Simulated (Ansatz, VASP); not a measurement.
# TiSe: VASP beside Ansatz

One calculation is typed for both programs; each brings its own data sets and cutoff. How far apart do they land?

Method: plane waves, with VASP 6.6.1 beside it; single point at PBEsol, in Ansatz 0.2.0.

### 1. Starting point

Symmetry: Pnma, No. 62, orthorhombic system. The conventional cell has a = 6.378 Å, b = 3.422 Å, c = 6.179 Å, α = 90.00°, β = 90.00°, γ = 90.00°. Nearest to Se lie 6 Ti at 2.51 to 2.73 Å. Se has 6 Ti at 2.51 to 2.73 Å nearest. Ti has 6 Se at 2.51 to 2.73 Å nearest. Ti has 6 Se at 2.51 to 2.73 Å nearest. Farther neighbours and most contacts between anions are not listed.

### 2. VASP: single point, PBEsol

With cell and atoms fixed, the geometry can't cause a difference; cores, projectors, grids and the points listed under the comparison can.

Lines of VASP's logs that name or quote its potential files are left out, and so is its time.

Input file INCAR:

```
SYSTEM = TiSe
PREC = Normal
ENCUT = 300
EDIFF = 1E-05
NELM = 120
ISMEAR = 1
SIGMA = 0.2
LREAL = Auto
ALGO = Fast
GGA = PS
LORBIT = 11
LWAVE = .FALSE.
LCHARG = .FALSE.
KPAR = 4
NCORE = 2
```

Input file POSCAR:

```
TiSe
1.0
    0.0000000000      3.4219054977      6.1792521360
    6.3779810550      0.0000000000      6.1792521360
   12.7559621100      6.8438109954      0.0000000000
Se Ti
16 16
Direct
    0.2728298256      0.3067241972      0.2385850872
    0.2728298256      0.3067241972      0.7385850872
    0.7728298256      0.8067241973      0.4885850872
    0.7728298256      0.8067241973      0.9885850872
    0.8067241972      0.2728298257      0.2216379014
    0.8067241972      0.2728298257      0.7216379014
    0.3067241972      0.7728298257      0.4716379014
    0.3067241973      0.7728298256      0.9716379014
    0.6932758028      0.2271701743      0.0283620986
    0.6932758027      0.2271701744      0.5283620986
    0.1932758027      0.7271701744      0.2783620986
    0.1932758027      0.7271701744      0.7783620986
    0.2271701744      0.1932758028      0.0114149128
    0.2271701743      0.1932758028      0.5114149128
    0.7271701743      0.6932758028      0.2614149128
    0.7271701743      0.6932758028      0.7614149128
    0.9754710152      0.2192929738      0.3872644924
    0.9754710152      0.2192929738      0.8872644924
    0.4754710152      0.7192929738      0.6372644924
    0.4754710152      0.7192929738      0.1372644924
    0.2192929738      0.4754710152      0.0153535131
    0.2192929738      0.4754710152      0.5153535131
    0.7192929738      0.9754710152      0.2653535131
    0.7192929738      0.9754710152      0.7653535131
    0.2807070262      0.0245289848      0.2346464869
    0.2807070262      0.0245289848      0.7346464869
    0.7807070262      0.5245289848      0.4846464869
    0.7807070262      0.5245289848      0.9846464869
    0.5245289848      0.2807070262      0.8627355076
    0.5245289848      0.2807070262      0.3627355076
    0.0245289848      0.7807070262      0.1127355076
    0.0245289848      0.7807070262      0.6127355076
```

Input file KPOINTS:

```
Automatic mesh
0
Gamma
4 4 2
0 0 0
```

PAW data sets: Se and Ti (PBE family, release 64).

The run is started by

```console
mpirun -np 8 vasp_std
```

Numbers of over 12 decimals in the logs are rounded to 6 here.

What it wrote:

```text
[banner, memory and clock lines left out]
running    8 mpi-ranks, on    1 nodes
[...]
|                                                                             |
|               ----> ADVICE to this user running VASP <----                  |
|                                                                             |
|     You enforced a specific xc type in the INCAR file but a different       |
|     [... a line on the potential file left out ...]
|     I HOPE YOU KNOW WHAT YOU ARE DOING!                                     |
|                                                                             |

 LDA part: xc-table for (Slater+PW92), standard interpolation
|                                                                             |
|           W    W    AA    RRRRR   N    N  II  N    N   GGGG   !!!           |
|           W    W   A  A   R    R  NN   N  II  NN   N  G    G  !!!           |
|           W    W  A    A  R    R  N N  N  II  N N  N  G       !!!           |
[...]
|                                                                             |
|        The reciprocal lattice is triclinic,                                 |
|        whereas your k-lattice is body-centered orthorhombic.                |
|                                                                             |
|     Results are often still useful ...                                      |
|                                                                             |

 POSCAR, INCAR and KPOINTS ok, starting setup
[...]
entering main loop
       N       E                     dE             d eps       ncg     rms          rms(c)
DAV:   1     0.104927544896E+04    0.10493E+04   -0.40029E+04  3880   0.953E+02
DAV:   2    -0.700407569973E+00   -0.10500E+04   -0.10205E+04  3888   0.285E+02
DAV:   4    -0.254502811092E+03   -0.14613E+02   -0.14417E+02  4928   0.344E+01
DAV:   5    -0.254850965835E+03   -0.34815E+00   -0.34644E+00  4936   0.508E+00    0.579E+01
[...]
RMM:  19    -0.232594540349E+03    0.14777E-04   -0.35396E-04  4966   0.464E-02    0.649E-02
RMM:  20    -0.232594558918E+03   -0.18568E-04   -0.56638E-05  3923   0.250E-02    0.500E-02
RMM:  21    -0.232594567209E+03   -0.82916E-05   -0.19908E-05  3099   0.119E-02
   1 F= -.23259457E+03 E0= -.23258890E+03  d E =-.170022E-01
```

From OUTCAR (step 2):

```text
  Total        1.1973643     -0.0560590     -0.2088628     -0.0016073     -0.0035230     -0.0018462
  in kB        3.5562291     -0.1664978     -0.6203326     -0.0047737     -0.0104633     -0.0054834
  external PRESSURE =       0.9231329 kB  Pullay stress =       0.0000000 kB

 POSITION                                       TOTAL-FORCE (eV/Angst)
 -----------------------------------------------------------------------------------
      4.99966      2.56643      3.58121         0.047134      0.000048     -0.048974
     11.37764      5.98833      3.58121         0.047134      0.000048     -0.048974
     11.37764      5.98833      9.76046         0.047134      0.000048     -0.048974
     17.75563      9.41024      9.76046         0.047134      0.000048     -0.048974
      4.56731      4.27738      6.67084        -0.051138      0.003073     -0.047936
     10.94529      7.69929      6.67084        -0.051138      0.003073     -0.047936
     10.94529      4.27738      6.67084        -0.051138      0.003073     -0.047936
     17.32327      7.69929      6.67084        -0.051138      0.003073     -0.047936
      1.81067      2.56643      5.68767         0.051138     -0.003073      0.047936
      8.18865      5.98833      5.68767         0.051138     -0.003073      0.047936
      8.18865      2.56643      5.68767         0.051138     -0.003073      0.047936
     14.56664      5.98833      5.68767         0.051138     -0.003073      0.047936
      1.37832      0.85548      2.59804        -0.047134     -0.000048      0.048974
      7.75630      4.27738      2.59804        -0.047134     -0.000048      0.048974
[...]
-----------------------------------------------------------------------------------
    total drift:                               -0.000001      0.000001      0.000000

  FREE ENERGIE OF THE ION-ELECTRON SYSTEM (eV)
  ---------------------------------------------------
  free  energy   TOTEN  =      -232.5945672093 eV

  energy  without entropy=     -232.5775649709  energy(sigma->0) =     -232.58889980

[... 3 further parts left out ...]
[key lines of the parts left out:]
E-fermi :   5.8498
```

LASPH is off, so gradient terms of the non-spherical density inside the spheres are left out; for open d or f shells this can shift gaps and moments. The data set Ti keeps the semicore shell frozen, which is cheaper and a little less accurate.

### 3. Ansatz: single point, PBEsol

Ansatz runs on its default PAW (the set named soft_2) files.

The same cell, functional, mesh and smearing now go to Ansatz, which takes its cutoff from its data sets.

Input file input.yaml:

```yaml
crystal:
  lattice:
    - [0.0, 3.4219054977, 6.179252136]
    - [6.377981055, 0.0, 6.179252136]
    - [12.75596211, 6.8438109954, 0.0]
  atoms:
    - { symbol: Se, position: [0.2728298256, 0.3067241972, 0.2385850872] }
    - { symbol: Se, position: [0.2728298256, 0.3067241972, 0.7385850872] }
    - { symbol: Se, position: [0.7728298256, 0.8067241973, 0.4885850872] }
    - { symbol: Se, position: [0.7728298256, 0.8067241973, 0.9885850872] }
    - { symbol: Se, position: [0.8067241972, 0.2728298257, 0.2216379014] }
    - { symbol: Se, position: [0.8067241972, 0.2728298257, 0.7216379014] }
    - { symbol: Se, position: [0.3067241972, 0.7728298257, 0.4716379014] }
    - { symbol: Se, position: [0.3067241973, 0.7728298256, 0.9716379014] }
    - { symbol: Se, position: [0.6932758028, 0.2271701743, 0.0283620986] }
    - { symbol: Se, position: [0.6932758027, 0.2271701744, 0.5283620986] }
    - { symbol: Se, position: [0.1932758027, 0.7271701744, 0.2783620986] }
    - { symbol: Se, position: [0.1932758027, 0.7271701744, 0.7783620986] }
    - { symbol: Se, position: [0.2271701744, 0.1932758028, 0.0114149128] }
    - { symbol: Se, position: [0.2271701743, 0.1932758028, 0.5114149128] }
    - { symbol: Se, position: [0.7271701743, 0.6932758028, 0.2614149128] }
    - { symbol: Se, position: [0.7271701743, 0.6932758028, 0.7614149128] }
    - { symbol: Ti, position: [0.9754710152, 0.2192929738, 0.3872644924] }
    - { symbol: Ti, position: [0.9754710152, 0.2192929738, 0.8872644924] }
    - { symbol: Ti, position: [0.4754710152, 0.7192929738, 0.6372644924] }
    - { symbol: Ti, position: [0.4754710152, 0.7192929738, 0.1372644924] }
    - { symbol: Ti, position: [0.2192929738, 0.4754710152, 0.0153535131] }
    - { symbol: Ti, position: [0.2192929738, 0.4754710152, 0.5153535131] }
    - { symbol: Ti, position: [0.7192929738, 0.9754710152, 0.2653535131] }
    - { symbol: Ti, position: [0.7192929738, 0.9754710152, 0.7653535131] }
    - { symbol: Ti, position: [0.2807070262, 0.0245289848, 0.2346464869] }
    - { symbol: Ti, position: [0.2807070262, 0.0245289848, 0.7346464869] }
    - { symbol: Ti, position: [0.7807070262, 0.5245289848, 0.4846464869] }
    - { symbol: Ti, position: [0.7807070262, 0.5245289848, 0.9846464869] }
    - { symbol: Ti, position: [0.5245289848, 0.2807070262, 0.8627355076] }
    - { symbol: Ti, position: [0.5245289848, 0.2807070262, 0.3627355076] }
    - { symbol: Ti, position: [0.0245289848, 0.7807070262, 0.1127355076] }
    - { symbol: Ti, position: [0.0245289848, 0.7807070262, 0.6127355076] }
hamiltonian:
  xc: pbesol
  pseudopotentials: { kind: paw }
kpoints:
  mp_grid: { grid: [4, 4, 2] }
scf:
  occupations: { method: methfessel_paxton, width: 0.2 }
  n_extra_bands: 12
output:
  forces: true
  stress: true
  eigenvalues: true
```

The run is started by

```console
ansatz run input.yaml --threads 8 --pin off --max-ram 18432MiB --backend cpu --events-out ev --progress --plain --runs-dir out
```

What it wrote:

```text
scf.n_extra_bands = 12 over 224 filled bands (N_el = 448.0): the run solves 236 bands
Engine: ansatz 0.2.0, aarch64-unknown-linux-gnu
Pseudopotentials: kind: paw
Pseudopotential: Se, paw, valence charge 16, recommended cutoff 420 eV (normal), Se.paw.azcp
Pseudopotential: Ti, paw, valence charge 12, recommended cutoff 420 eV (normal), Ti.paw.azcp
Functional definition: PBEsol
  exchange = pbesol_x
  correlation = pbesol_c
Crystal: 32 atoms, lattice volume = 539.445 Å³
Basis set: ecut = 420 eV, 10525 PW (Γ), exchange–correlation on 96×120×200 points (8 copies of the dense FFT grid, shifted against one another)
Bands: 236, of which v1, the nominal top of the filled ones, is band 224 counted from 1 (223 counted from 0)
Symmetry: 8 space group operations
Space group: Pnma (ITA 62), of the structure as read, at distance tolerance 8.1e-5 Å
k-points: 20 of 32
Non-local potential: Se, projectors of the file, l = 0: 2, l = 1: 2, l = 2: 3, l = 3: 1
Non-local potential: Ti, projectors of the file, l = 0: 3, l = 1: 2, l = 2: 3, l = 3: 1
PAW form: soft (Blöchl's): semilocal exchange-correlation on the pseudo side does not see the compensation charge
PAW frozen core: Se, regenerated for the run's functional, and the local potential with it (the file was generated under x = pbe(κ = 0.804, μ = 0.219515), c = pbe(β = 0.066725))
PAW frozen core: Ti, regenerated for the run's functional, and the local potential with it (the file was generated under x = pbe(κ = 0.804, μ = 0.219515), c = pbe(β = 0.066725))
PAW one-centre angular grid: Se, 590 points (default); XC on 64 Gauss nodes
PAW one-centre angular grid: Ti, 590 points (default); XC on 64 Gauss nodes
Initial density: superposition of atomic densities (neutral atoms: chi_scale 0, normalization atom), corrected by the library's trained network
Initial wavefunctions: pseudopotential atomic-orbital guess
Functional: x = pbesol(κ = 0.804, μ = 0.123457), c = pbesol(β = 0.046)
SCF iter   1: F=—  HF=-126408.550453 eV  |F-HF|=—  |Δ(HF+E_count)|=         —  Δρ=7.98e-3  dr2=2.96e-1  ethr=1.77e-3  ⟨swp⟩=5.0  Hψ=17355  notcnv=0
preconditioner: auto → Kerker (q_TF=auto, 2.645 Å⁻¹)  [metal: Δε(μ)=0.021 eV  Ē_g=6.405 eV  σ=0.200 eV  W_gap=0.09  n_scr=158 (ndim 8)  ℏωp=20.2 eV  f_vac=0.000  D(μ)=19.24/eV (n_scr^D=144)]
SCF iter   2: F=—  HF=-126408.478088 eV  |F-HF|=—  |Δ(HF+E_count)|=   7.24e-2  S|Δr|=    0.00e0  Δρ=3.11e-3  dr2=4.43e-2  ethr=6.61e-5  ⟨swp⟩=2.7  Hψ=9624  notcnv=0
SCF iter   3: F=—  HF=-126408.471760 eV  |F-HF|=—  |Δ(HF+E_count)|=   6.33e-3  S|Δr|=    0.00e0  Δρ=1.29e-3  dr2=1.08e-2  ethr=9.89e-6  ⟨swp⟩=2.0  Hψ=5471  notcnv=0
SCF iter   4: F=—  HF=-126408.470235 eV  |F-HF|=—  |Δ(HF+E_count)|=   1.53e-3  S|Δr|=    0.00e0  Δρ=3.30e-4  dr2=1.21e-3  ethr=2.41e-6  ⟨swp⟩=2.9  Hψ=9376  notcnv=0
SCF iter   5: F=—  HF=-126408.469779 eV  |F-HF|=—  |Δ(HF+E_count)|=   4.56e-4  S|Δr|=    0.00e0  Δρ=1.54e-4  dr2=1.66e-4  ethr=2.69e-7  ⟨swp⟩=2.0  Hψ=8904  notcnv=0
SCF iter   6: F=—  HF=-126408.469663 eV  |F-HF|=—  |Δ(HF+E_count)|=   1.16e-4  S|Δr|=    0.00e0  Δρ=4.88e-5  dr2=1.61e-5  ethr=3.71e-8  ⟨swp⟩=2.0  Hψ=6028  notcnv=0
SCF iter   7: F=—  HF=-126408.469693 eV  |F-HF|=—  |Δ(HF+E_count)|=   3.01e-5  S|Δr|=    0.00e0  Δρ=1.23e-5  dr2=9.07e-7  ethr=3.60e-9  ⟨swp⟩=2.0  Hψ=6346  notcnv=0
SCF iter   8: F=-126408.469693 eV  HF=-126408.469693 eV  |F-HF|=4.82e-8  |Δ(HF+E_count)|=   6.66e-8  S|Δr|=    0.00e0  Δρ=3.88e-6  dr2=8.67e-8  ethr=2.23e-11  ⟨swp⟩=3.1  Hψ=18672  notcnv=0
the search or the solves at the SCF's close seem to have found levels that the self-consistency loop had missed (the run counts 1). By its estimate they hold 1.37e-8 electrons. The energies and the density leave them out; if the run goes on with those levels, later outputs use occupations computed again with them
SCF 1 converged in 8 iterations: F = -126408.469693 eV  dr2 = 8.67e-8
  greatest PAW one-centre occupation: 1.000 electrons in one spin orbital (limit 2), on the Se atom at site 15 (counted from 0), in its partial waves of l = 2
SCF converged after 8 iterations
Stability not checked: this state was not tested for a lower state beside it, because cold or Methfessel-Paxton smearing, or corrected tetrahedra, fill the levels in a way that the test cannot read (fill_not_monotonic; see scf.lower_state_search)
Free energy (F): -126408.469693 eV
Harris-Foulkes:  -126408.469693 eV  (|F-HF|=4.82e-8)
Internal energy: -126408.450002 eV  (E = F + TS)
E sigma→0 (E₀):  -126408.464770 eV
Entropy (-TS):   -0.019691 eV (-0.615 meV/atom)
Fermi energy:    14.587126 eV
Step filling:    the computed levels leave a gap of 0.0000 eV = 0.0 smearing widths at the electron count; against every level under it full and every level over it empty, smearing changes F+E_penalty+E_count by -38.518 meV and its σ→0 estimate by -33.595 meV
--- Per-component energies (eV) ---
  E_band       = -7209.673435
  E_kinetic    = 6327.028146
  E_local      = -45213.140031  (includes V_loc(G=0)·N_el)
  E_nonlocal   = -9316.687116
  E_hartree    = 21907.794048
  E_xc         = -3237.723657
  E_vxc        = -3564.337266  (∫ρ·V_xc dr)
  E_paw        = -46257.504018  (= ΣΔE_a)
  E_vpaw       = 741.908182  (= ΣTr[D̂ρ^β])
  E_aug_tail   = -0.007818  (compensation charges beyond the density's cutoff)
  E_ewald      = -50636.574912
  E_core_change = 18.365356  (= ΣΔE_core)
  E_smearing   = -0.019691  (= −TS)
  E_closure    = -0.000000  (closes the sum)
  Σ components = -126408.469693   (vs F -126408.469693, Δ=0.00e0)
--- Forces (eV/Å), atoms counted from 1 ---
  atom   1  Se     0.03212597    -0.00000001    -0.04963661
  atom   2  Se     0.03212597    -0.00000001    -0.04963661
  atom   3  Se     0.03212597    -0.00000001    -0.04963661
  atom   4  Se     0.03212597    -0.00000001    -0.04963661
  atom   5  Se    -0.03212712    -0.00000000    -0.04963542
  atom   6  Se    -0.03212712    -0.00000000    -0.04963542
  atom   7  Se    -0.03212712    -0.00000000    -0.04963542
  atom   8  Se    -0.03212712    -0.00000000    -0.04963542
  atom   9  Se     0.03212712     0.00000000     0.04963542
  atom  10  Se     0.03212712     0.00000000     0.04963542
  atom  11  Se     0.03212712     0.00000000     0.04963542
  atom  12  Se     0.03212712     0.00000000     0.04963542
  atom  13  Se    -0.03212597     0.00000001     0.04963661
  atom  14  Se    -0.03212597     0.00000001     0.04963661
  atom  15  Se    -0.03212597     0.00000001     0.04963661
  atom  16  Se    -0.03212597     0.00000001     0.04963661
  atom  17  Ti    -0.00455381    -0.00000011     0.01349255
  atom  18  Ti    -0.00455381    -0.00000011     0.01349255
  atom  19  Ti    -0.00455381    -0.00000011     0.01349255
  atom  20  Ti    -0.00455381    -0.00000011     0.01349255
  atom  21  Ti     0.00455247    -0.00000003     0.01349891
  atom  22  Ti     0.00455247    -0.00000003     0.01349891
  atom  23  Ti     0.00455247    -0.00000003     0.01349891
  atom  24  Ti     0.00455247    -0.00000003     0.01349891
  atom  25  Ti    -0.00455247     0.00000003    -0.01349891
  atom  26  Ti    -0.00455247     0.00000003    -0.01349891
  atom  27  Ti    -0.00455247     0.00000003    -0.01349891
  atom  28  Ti    -0.00455247     0.00000003    -0.01349891
  atom  29  Ti     0.00455381     0.00000011    -0.01349255
  atom  30  Ti     0.00455381     0.00000011    -0.01349255
  atom  31  Ti     0.00455381     0.00000011    -0.01349255
  atom  32  Ti     0.00455381     0.00000011    -0.01349255
  max |Σ_I F_I| component: 5.20e-18 eV/Å
--- Stress (GPa, compression-positive) ---
        0.259265       0.000000       0.000001
        0.000000      -0.154244       0.000000
        0.000001       0.000000      -0.153486
  P = ⅓ Tr σ = -0.0162 GPa (-0.162 kbar)
--- Band table (eV; the first three rows and the last of 20) ---
  k-point 0: bands = [... 220 lower, 14.1315, 14.2332, 14.2332, 14.3015, 14.5985, 14.5985, 14.6362, 14.8602, ... 8 higher]
  k-point 1: bands = [... 220 lower, 14.0130, 14.0130, 14.5281, 14.5281, 14.6020, 14.6020, 15.0035, 15.0035, ... 8 higher]
  k-point 2: bands = [... 220 lower, 14.1451, 14.2085, 14.5281, 14.5651, 14.6020, 14.6339, 14.9931, 15.0035, ... 8 higher]
  k-point 19: bands = [... 220 lower, 14.2408, 14.2408, 14.4230, 14.4230, 14.8034, 14.8034, 14.9237, 14.9237, ... 8 higher]
```

Run time: 80 s. Hardware: 8 threads of Arm Neoverse N1, shared host; peak memory 6.2 GiB.

The run ends at a pressure of -0.02 GPa, with forces up to 0.059 eV/Å.

### 4. Differences

Known differences besides the potentials themselves: the data sets hold 448 valence electrons in Ansatz (default PAW (the set named soft_2) files) and 160 in VASP; the cutoff is 420 eV in Ansatz and 300 eV in VASP (PREC = Normal, projectors in real space); Ansatz makes its cores anew for this functional, VASP keeps those of its PBE data sets; VASP leaves aspherical gradient terms in its spheres out (LASPH is not set), Ansatz keeps them. Total energies have different zeros and are not compared.

Compared:

```tsv
quantity	Ansatz	VASP	difference
pressure (GPa)	-0.02	0.09	-0.11
```

Forces on 8 of the 32 atoms, those with the largest forces and the largest differences (eV/Å; atoms numbered as in POSCAR):

```tsv
atom	Ansatz x, y, z	VASP x, y, z
Se5	-0.032, 0.000, -0.050	-0.051, 0.003, -0.048
Se6	-0.032, 0.000, -0.050	-0.051, 0.003, -0.048
Se7	-0.032, 0.000, -0.050	-0.051, 0.003, -0.048
Se8	-0.032, 0.000, -0.050	-0.051, 0.003, -0.048
Se9	0.032, 0.000, 0.050	0.051, -0.003, 0.048
Se10	0.032, 0.000, 0.050	0.051, -0.003, 0.048
Se11	0.032, 0.000, 0.050	0.051, -0.003, 0.048
Se12	0.032, 0.000, 0.050	0.051, -0.003, 0.048
```

The forces differ by 7.8 meV/Å r.m.s., which is 26.8 % of the r.m.s. force of 0.03 eV/Å (both taken over all components). VASP's last cycles still show a density residual of 5e-03, so its state may not be settled.

### 5. What came out

- difference in pressure (single point, PBEsol): -0.11 GPa
- r.m.s. force difference (single point, PBEsol): 7.8 meV/Å

The r.m.s. force difference is 7.8 meV/Å (single point, PBEsol), within the 12 meV/Å picked in this series as the mark of a large difference. How closely two codes agree says nothing of how well the functional describes the real material.

[Lines on the potential files, build, host, timing and source positions are cut from VASP's logs without a mark.]

[Logs are printed without paths, hosts, clocks, repeated set-up lines and the standing remarks that a program may print on its own settings, such as how far it seeks lower states.]

[Hosts, paths, dates, database ids (printed as entryN), source tags and the programs' standing remarks are cut or masked in the printed files.]
